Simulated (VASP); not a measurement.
# GW-BSE spectrum of LiF (Griceite), part 3 of 3

Wanted: the lowest vertical excitons of LiF (Griceite) and its absorption. The cell is of the rock-salt type, one of the forms listed for this formula. The start is a cell from a database of measured crystal structures.

VASP 6.6.1, plane waves and PAW; the level of theory is named at each step.

So far, quasiparticle gap on the mesh (eV): step 4 (G0W0) 13.3.

## 5. BSE, Tamm-Dancoff

This step: BSE on G0W0 on PBE; plane waves and PAW (F_GW, Li_GW) (VASP 6.6.1).

The Bethe-Salpeter equation adds the screened attraction of electron and hole to the quasiparticle pairs; ANTIRES = 0 leaves out the coupling to antiresonant pairs.

The input, INCAR:

```
SYSTEM = LiF
PREC = Accurate
ENCUT = 520
ISMEAR = 0
SIGMA = 0.01
LREAL = .FALSE.
GGA = PE
NBANDS = 40
ALGO = BSE
NBANDSO = 3
NBANDSV = 4
OMEGAMAX = 25
NEDOS = 1000
CSHIFT = 0.1
PRECFOCK = Fast
LWAVE = .FALSE.
LCHARG = .FALSE.
ENCUTGW = 100
ANTIRES = 0
```

The input, POSCAR:

```
LiF
1.0
    0.0000000000      2.0140000000      2.0140000000
    2.0140000000      0.0000000000      2.0140000000
    2.0140000000      2.0140000000      0.0000000000
F Li
1 1
Direct
    0.5000000000      0.5000000000      0.5000000000
    0.0000000000      0.0000000000      0.0000000000
```

The input, KPOINTS:

```
Automatic mesh
0
Gamma
10 10 10
0 0 0
```

The projector-augmented-wave data sets are F_GW and Li_GW (PBE family, release 64).

On the command line:

```console
mpirun -np 8 vasp_std
```

Log:

```text
[banner, memory and clock lines left out]
running    8 mpi-ranks, on    1 nodes
 distrk:  each k-point on    8 cores,    1 groups
 distr:  one band on    1 cores,    8 groups

 POSCAR found type information on POSCAR F Li
 POSCAR found :  2 types and       2 ions
|                                                                             |
|           W    W    AA    RRRRR   N    N  II  N    N   GGGG   !!!           |
|           W    W   A  A   R    R  NN   N  II  NN   N  G    G  !!!           |
|           W    W  A    A  R    R  N N  N  II  N N  N  G       !!!           |
|           W WW W  AAAAAA  RRRRR   N  N N  II  N  N N  G  GGG   !            |
|           WW  WW  A    A  R   R   N   NN  II  N   NN  G    G                |
|           W    W  A    A  R    R  N    N  II  N    N   GGGG   !!!           |
|                                                                             |
|     For optimal performance we recommend to set                             |
|       NCORE = 2 up to number-of-cores-per-socket                            |
|     NCORE specifies how many cores store one orbital (NPAR=cpu/NCORE).      |
|     This setting can greatly improve the performance of VASP for DFT.       |
|     The default, NCORE=1 might be grossly inefficient on modern             |
|     multi-core architectures or massively parallel machines. Do your        |
|     Unfortunately you need to use the default for GW and RPA                |
|     calculations (for HF NCORE is supported but not extensively tested      |
|     yet).                                                                   |
|                                                                             |

|                                                                             |
|           W    W    AA    RRRRR   N    N  II  N    N   GGGG   !!!           |
|           W    W   A  A   R    R  NN   N  II  NN   N  G    G  !!!           |
|           W    W  A    A  R    R  N N  N  II  N N  N  G       !!!           |
|           W WW W  AAAAAA  RRRRR   N  N N  II  N  N N  G  GGG   !            |
|           WW  WW  A    A  R   R   N   NN  II  N   NN  G    G                |
|           W    W  A    A  R    R  N    N  II  N    N   GGGG   !!!           |
|                                                                             |
|     The default for ENCUTGWSOFT is different in this version of VASP.       |
|     please manually set ENCUTGWSOFT =100 in the INCAR file.                 |
|                                                                             |

 LDA part: xc-table for (Slater+PW92), standard interpolation
 found WAVECAR, reading the header
 POSCAR, INCAR and KPOINTS ok, starting setup
 FFT: planning ... GRIDC
 FFT: planning ... GRID_SOFT
 FFT: planning ... GRID
 reading WAVECAR
 the WAVECAR file was read successfully
 initial charge from wavefunction
 available memory per node:     31.55 GB, setting MAXMEM to     32308

 The Fermi energy was updated, please check that it is located mid-gap
 values below the HOMO (VB) or above the LUMO (CB) will cause erroneous energies
 E-fermi :   0.8614

 the WAVEDER file was read successfully
 responsefunction array rank=      48

 min. memory requirement per mpi rank    164.8 MB, per node   1318.3 MB

 Doing            0  frequencies on each core in blocks of            0
 Found all WFULLXXXX.tmp files
 reading now WFULL0001.tmp
 reading now WFULL0002.tmp
 reading now WFULL0003.tmp
 reading now WFULL0004.tmp
 reading now WFULL0005.tmp
 reading now WFULL0006.tmp
 reading now WFULL0007.tmp
 reading now WFULL0008.tmp
 reading now WFULL0009.tmp
 reading now WFULL0010.tmp
 reading now WFULL0011.tmp
 reading now WFULL0012.tmp
 reading now WFULL0013.tmp
 reading now WFULL0014.tmp
 reading now WFULL0015.tmp
 reading now WFULL0016.tmp
 reading now WFULL0017.tmp
 reading now WFULL0018.tmp
 reading now WFULL0019.tmp
 reading now WFULL0020.tmp
 reading now WFULL0021.tmp
 reading now WFULL0022.tmp
 reading now WFULL0023.tmp
 reading now WFULL0024.tmp
 reading now WFULL0025.tmp
 reading now WFULL0026.tmp
 reading now WFULL0027.tmp
 reading now WFULL0028.tmp
 reading now WFULL0029.tmp
 reading now WFULL0030.tmp
 reading now WFULL0031.tmp
 reading now WFULL0032.tmp
 reading now WFULL0033.tmp
 reading now WFULL0034.tmp
 reading now WFULL0035.tmp
 reading now WFULL0036.tmp
 reading now WFULL0037.tmp
 reading now WFULL0038.tmp
 reading now WFULL0039.tmp
 reading now WFULL0040.tmp
 reading now WFULL0041.tmp
 reading now WFULL0042.tmp
 reading now WFULL0043.tmp
 reading now WFULL0044.tmp
 reading now WFULL0045.tmp
 reading now WFULL0046.tmp
 reading now WFULL0047.tmp
 parallelization over k-points
 Using distributed matrix
 Using distributed eigensolver
 allocating two-electron 4 orbital integral table    3    4    3    4
 BSE setting up matrix
 available memory per node:     31.28 GB, setting MAXMEM to     32035
 Calculate matrix elements of the BSE Hamiltonian:
 Workload is divided into blocks of two-electron 4 orbital integrals computed in
  parallel.
 Each block/integral has dimensions  of (   3,   4,   3,   4) orbitals
 Total number of blocks/integrals:               500500
 Number of spins:                                     1
 Number of kpoints:                                1000
 Spin channel:                                        1
  Number of blocks of unoccupied bands:               1
  Number of blocks of occupied bands:                 1
 Number of rows/columns of blocks:                 1000

                                                        Time (sec)
               Integrals                 Ranks       Real         CPU
  [         1 -       8000/    500500]     8         2.02        0.00
  [      8001 -      16000/    500500]     8         4.05        0.00
  [     16001 -      24000/    500500]     8         6.08        0.00
  [     24001 -      32000/    500500]     8         8.11        0.00
  [     32001 -      40000/    500500]     8        10.14        0.00
  [     40001 -      48000/    500500]     8        12.16        0.00
  [     48001 -      56000/    500500]     8        14.16        0.00
  [     56001 -      64000/    500500]     8        16.17        0.00
  [     64001 -      72000/    500500]     8        18.18        0.00
  [     72001 -      80000/    500500]     8        20.20        0.00
  [     80001 -      88000/    500500]     8        22.19        0.00
  [     88001 -      96000/    500500]     8        24.20        0.00
  [     96001 -     104000/    500500]     8        26.21        0.00
  [    104001 -     112000/    500500]     8        28.21        0.00
  [    112001 -     120000/    500500]     8        30.23        0.00
  [    120001 -     128000/    500500]     8        32.23        0.00
  [    128001 -     136000/    500500]     8        34.25        0.00
  [    136001 -     144000/    500500]     8        36.27        0.00
  [    144001 -     152000/    500500]     8        38.30        0.00
  [    152001 -     160000/    500500]     8        40.32        0.00
  [    160001 -     168000/    500500]     8        42.35        0.00
  [    168001 -     176000/    500500]     8        44.36        0.00
  [    176001 -     184000/    500500]     8        46.38        0.00
  [    184001 -     192000/    500500]     8        48.39        0.00
  [    192001 -     200000/    500500]     8        50.41        0.00
  [    200001 -     208000/    500500]     8        52.42        0.00
  [    208001 -     216000/    500500]     8        54.45        0.00
  [    216001 -     224000/    500500]     8        56.47        0.00
  [    224001 -     232000/    500500]     8        58.48        0.00
  [    232001 -     240000/    500500]     8        60.50        0.00
  [    240001 -     248000/    500500]     8        62.51        0.00
  [    248001 -     256000/    500500]     8        64.52        0.00
  [    256001 -     264000/    500500]     8        66.54        0.00
  [    264001 -     272000/    500500]     8        68.54        0.00
  [    272001 -     280000/    500500]     8        70.56        0.00
  [    280001 -     288000/    500500]     8        72.58        0.00
  [    288001 -     296000/    500500]     8        74.60        0.00
  [    296001 -     304000/    500500]     8        76.61        0.00
  [    304001 -     312000/    500500]     8        78.62        0.00
  [    312001 -     320000/    500500]     8        80.64        0.00
  [    320001 -     328000/    500500]     8        82.66        0.00
  [    328001 -     336000/    500500]     8        84.68        0.00
  [    336001 -     344000/    500500]     8        86.70        0.00
  [    344001 -     352000/    500500]     8        88.72        0.00
  [    352001 -     360000/    500500]     8        90.74        0.00
  [    360001 -     368000/    500500]     8        92.76        0.00
  [    368001 -     376000/    500500]     8        94.79        0.00
  [    376001 -     384000/    500500]     8        96.82        0.00
  [    384001 -     392000/    500500]     8        98.84        0.00
  [    392001 -     400000/    500500]     8       100.87        0.00
  [    400001 -     408000/    500500]     8       102.88        0.00
  [    408001 -     416000/    500500]     8       104.89        0.00
  [    416001 -     424000/    500500]     8       106.91        0.00
  [    424001 -     432000/    500500]     8       108.93        0.00
  [    432001 -     440000/    500500]     8       110.94        0.00
  [    440001 -     448000/    500500]     8       112.96        0.00
  [    448001 -     456000/    500500]     8       114.98        0.00
  [    456001 -     464000/    500500]     8       117.01        0.00
  [    464001 -     472000/    500500]     8       119.04        0.00
  [    472001 -     480000/    500500]     8       121.07        0.00
  [    480001 -     488000/    500500]     8       123.11        0.00
  [    488001 -     496000/    500500]     8       125.14        0.00
  [    496001 -     500000/    500500]     8       126.15        0.00
  [    500001 -     500500/    500500]     8       126.41        0.00

 BSE redistributing all elements
 BSE diagonalizing matrix PDSYEVX_ZHEEVX_DESC
 BSE calculating oscillator strength
```

Wall time 2.7 min (8 MPI ranks of AMD EPYC 9R45, shared host); peak memory 5.5 GiB; 22 min of CPU time.

From OUTCAR (step 5):

```text
   NELECT =       8.0000    total number of electrons

 E-fermi :   0.8614

[... 8 parts as in an earlier step ...]

[... 2 further parts left out ...]
```

Numbers from this step:

* lowest excitation: 11.09 eV
* direct gap less the lowest excitation: 2.178 eV

The imaginary dielectric function, xx has structure finer than the step of the table below, so its rows give means over 0.5 eV, whole bins alone (the curve runs from 0 to 25 eV). Peaks (eV: height): 11.09: 17.3, 12.84: 2.73, 21.35: 4.27.

From 3 filled and 4 empty bands alone, without any pair above OMEGAMAX = 25 eV, so strength is missing wherever others contribute; lines are broadened by CSHIFT, which also makes the tail under the first line. Imaginary dielectric function, xx against photon energy; means over each step:

```tsv
photon energy (eV)	imaginary dielectric function, xx
1.5	0.00127
2.0	0.00174
2.5	0.00224
3.0	0.00278
3.5	0.00342
4.0	0.00411
4.5	0.00497
5.0	0.00600
5.5	0.00723
6.0	0.00878
6.5	0.0108
7.0	0.0135
7.5	0.0173
8.0	0.0228
8.5	0.0317
9.0	0.0472
9.5	0.0790
10.0	0.164
10.5	0.599
11.0	7.92
11.5	1.54
12.0	0.381
12.5	1.19
13.0	1.64
13.5	1.24
14.0	0.803
14.5	0.618
15.0	0.595
15.5	1.02
16.0	0.941
16.5	0.821
17.0	0.764
17.5	0.602
18.0	0.822
18.5	0.978
19.0	1.25
19.5	1.10
20.0	0.632
20.5	0.600
21.0	0.915
21.5	2.27
22.0	1.03
22.5	0.777
23.0	0.244
23.5	0.201
24.0	0.103
24.5	0.0294
```

Some of the lowest 40 states alone, with states under 2.5 meV apart joined, scaled to the strongest line shown. Exciton lines, with heights relative to the strongest:

```tsv
position (eV)	lines merged	oscillator strength
11.092	3	100
12.466	3	8.8
12.564	3	0.0
12.610	2	0.0
12.719	3	0.0
12.849	3	14
12.861	5	0.0
12.986	1	0.0
12.997	3	0.0
13.031	3	0.0
13.066	6	4.0
13.081	2	0.0
```

The lowest excitation lies at 11.092 eV, -2178 meV against the direct gap of these orbitals. No second mesh in this session tests these energies, peaks and heights.

## 6. Independent quasiparticles

This step: BSE on G0W0 on PBE, independent quasiparticles; plane waves and PAW (F_GW, Li_GW) (VASP 6.6.1).

With LADDER and LHARTREE off the pairs don't interact at all, so the lowest line must equal the direct gap.

Changes to INCAR since step 5:

```diff
@@ -19 +19,3 @@
 ANTIRES = 0
+LADDER = .FALSE.
+LHARTREE = .FALSE.
```

POSCAR is that of step 5.

KPOINTS is that of step 5.

On the command line:

```console
mpirun -np 8 vasp_std
```

Log:

```text
[banner, memory and clock lines left out]
 LDA part: xc-table for (Slater+PW92), standard interpolation
 found WAVECAR, reading the header
 POSCAR, INCAR and KPOINTS ok, starting setup
 FFT: planning ... GRIDC
 FFT: planning ... GRID_SOFT
 FFT: planning ... GRID
 reading WAVECAR
 the WAVECAR file was read successfully
 initial charge from wavefunction
 available memory per node:     31.51 GB, setting MAXMEM to     32263

 Doing            0  frequencies on each core in blocks of            0
 parallelization over k-points
 Using distributed matrix
 Using distributed eigensolver
 allocating two-electron 4 orbital integral table    3    4    3    4
 BSE setting up matrix
 available memory per node:     31.27 GB, setting MAXMEM to     32023
 Calculate matrix elements of the BSE Hamiltonian:
 Workload is divided into blocks of two-electron 4 orbital integrals computed in
  parallel.
 Each block/integral has dimensions  of (   3,   4,   3,   4) orbitals
 Total number of blocks/integrals:               500500
 Number of spins:                                     1
 Number of kpoints:                                1000
 Spin channel:                                        1
  Number of blocks of unoccupied bands:               1
  Number of blocks of occupied bands:                 1
 Number of rows/columns of blocks:                 1000

                                                        Time (sec)
               Integrals                 Ranks       Real         CPU
  [         1 -       8000/    500500]     8         0.27        0.00
  [      8001 -      16000/    500500]     8         0.55        0.00
  [     16001 -      24000/    500500]     8         0.82        0.00
  [     24001 -      32000/    500500]     8         1.09        0.00
  [     32001 -      40000/    500500]     8         1.37        0.00
  [     40001 -      48000/    500500]     8         1.64        0.00
  [     48001 -      56000/    500500]     8         1.91        0.00
  [     56001 -      64000/    500500]     8         2.18        0.00
  [     64001 -      72000/    500500]     8         2.46        0.00
  [     72001 -      80000/    500500]     8         2.73        0.00
  [     80001 -      88000/    500500]     8         3.00        0.00
  [     88001 -      96000/    500500]     8         3.27        0.00
  [     96001 -     104000/    500500]     8         3.54        0.00
  [    104001 -     112000/    500500]     8         3.81        0.00
  [    112001 -     120000/    500500]     8         4.08        0.00
  [    120001 -     128000/    500500]     8         4.35        0.00
  [    128001 -     136000/    500500]     8         4.62        0.00
  [    136001 -     144000/    500500]     8         4.90        0.00
  [    144001 -     152000/    500500]     8         5.17        0.00
  [    152001 -     160000/    500500]     8         5.44        0.00
  [    160001 -     168000/    500500]     8         5.71        0.00
  [    168001 -     176000/    500500]     8         5.99        0.00
  [    176001 -     184000/    500500]     8         6.26        0.00
  [    184001 -     192000/    500500]     8         6.53        0.00
  [    192001 -     200000/    500500]     8         6.80        0.00
  [    200001 -     208000/    500500]     8         7.07        0.00
  [    208001 -     216000/    500500]     8         7.34        0.00
  [    216001 -     224000/    500500]     8         7.62        0.00
  [    224001 -     232000/    500500]     8         7.88        0.00
  [    232001 -     240000/    500500]     8         8.15        0.00
  [    240001 -     248000/    500500]     8         8.42        0.00
  [    248001 -     256000/    500500]     8         8.69        0.00
  [    256001 -     264000/    500500]     8         8.96        0.00
  [    264001 -     272000/    500500]     8         9.23        0.00
  [    272001 -     280000/    500500]     8         9.49        0.00
  [    280001 -     288000/    500500]     8         9.77        0.00
  [    288001 -     296000/    500500]     8        10.04        0.00
  [    296001 -     304000/    500500]     8        10.31        0.00
  [    304001 -     312000/    500500]     8        10.57        0.00
  [    312001 -     320000/    500500]     8        10.85        0.00
  [    320001 -     328000/    500500]     8        11.12        0.00
  [    328001 -     336000/    500500]     8        11.39        0.00
  [    336001 -     344000/    500500]     8        11.66        0.00
  [    344001 -     352000/    500500]     8        11.93        0.00
  [    352001 -     360000/    500500]     8        12.20        0.00
  [    360001 -     368000/    500500]     8        12.47        0.00
  [    368001 -     376000/    500500]     8        12.74        0.00
  [    376001 -     384000/    500500]     8        13.01        0.00
  [    384001 -     392000/    500500]     8        13.28        0.00
  [    392001 -     400000/    500500]     8        13.56        0.00
  [    400001 -     408000/    500500]     8        13.83        0.00
  [    408001 -     416000/    500500]     8        14.10        0.00
  [    416001 -     424000/    500500]     8        14.37        0.00
  [    424001 -     432000/    500500]     8        14.64        0.00
[...]
[    496001 -     500000/    500500]     8        16.93        0.00
  [    500001 -     500500/    500500]     8        16.98        0.00

[... 7 parts as in an earlier step ...]
```

It took 46 s on 8 MPI ranks; peak memory 5.2 GiB.

Parts of OUTCAR (step 6):

```text
   NELECT =       8.0000    total number of electrons

 E-fermi :   0.8614

[... 8 parts as in an earlier step ...]

[... 2 further parts left out ...]
```

This step gave:

```yaml
lowest_excitation: 13.27 eV
```

The imaginary dielectric function, xx has structure finer than the step of the table below, so its rows give means over 1 eV, whole bins alone (the curve runs from 0 to 25 eV). Peaks (eV: height): 15.5: 2.57, 16.0: 3.08, 16.8: 2.50, 17.5: 2.15, 18.3: 1.68, 22.2: 3.03, 24.6: 3.59.

From 3 filled and 4 empty bands alone, without any pair above OMEGAMAX = 25 eV, so strength is missing wherever others contribute; lines are broadened by CSHIFT, which also makes the tail under the first line. Imaginary dielectric function, xx against photon energy; means over each step:

```tsv
photon energy (eV)	imaginary dielectric function, xx
1	3.2e-4
2	6.5e-4
3	0.00102
4	0.00142
5	0.00190
6	0.00249
7	0.00324
8	0.00423
9	0.00566
10	0.00784
11	0.0116
12	0.0199
13	0.0818
14	0.526
15	1.19
16	2.19
17	1.61
18	1.27
19	0.788
20	0.625
21	0.962
22	2.07
23	0.936
24	2.06
```

The lowest excitation lies at 13.271 eV, +2178 meV against the Tamm-Dancoff singlet. No second mesh in this session tests these energies, peaks and heights.

## 7. Summary

This step: BSE on G0W0 on PBE; plane waves and PAW (VASP 6.6.1).

This step runs nothing: it gathers the runs above.

Cost is wall time times ranks on a shared host, for this step alone, without the steps before it. Excitations by level:

```tsv
level	first excitation (eV)	cost (core minutes)
BSE, Tamm-Dancoff	11.09	21.6
independent quasiparticles	13.27	6.13
```

## 8. Summary of results

```
BSE, Tamm-Dancoff          : lowest vertical excitation 11.092 eV; direct gap 13.271 eV
independent quasiparticles : lowest vertical excitation 13.271 eV; direct gap 13.271 eV
```

The Bethe-Salpeter equation puts the lowest vertical singlet excitation at 11.092 eV, 2.18 eV below the direct gap of 13.271 eV; the states within 10 meV of it carry 100 % of the strength of the strongest such group among the lowest 40 states. The spectra were run on one mesh, so the distance from the gap isn't shown to be converged; coarse meshes tend to overstate it. Bands, response cutoff and mesh of the GW step weren't tested in this session. Only the bands set by NBANDSO and NBANDSV form pairs, and any pair above OMEGAMAX = 25 eV is dropped, so the spectrum is that of this window; the window can cut degenerate bands. Not tabulated here, as repeats of values shown or as unfit to read for their mesh, reference level or band range: eps2 curves (empty bands); eps1 curves and static values (BSE, empty bands, independent quasiparticles); line lists of runs without attraction (independent quasiparticles).

[Lines on the potential files, build, host, timing and source positions are cut from VASP's logs without a mark.]

[Logs are printed without paths, hosts, clocks, repeated set-up lines and the standing remarks that a program may print on its own settings, such as how far it seeks lower states.]

[Hosts, paths, dates, database ids (printed as entryN), source tags and the programs' standing remarks are cut or masked in the printed files.]

[Pressures printed for these runs are not shown converged in the cutoff: they can be off by several GPa and have the wrong sign.]
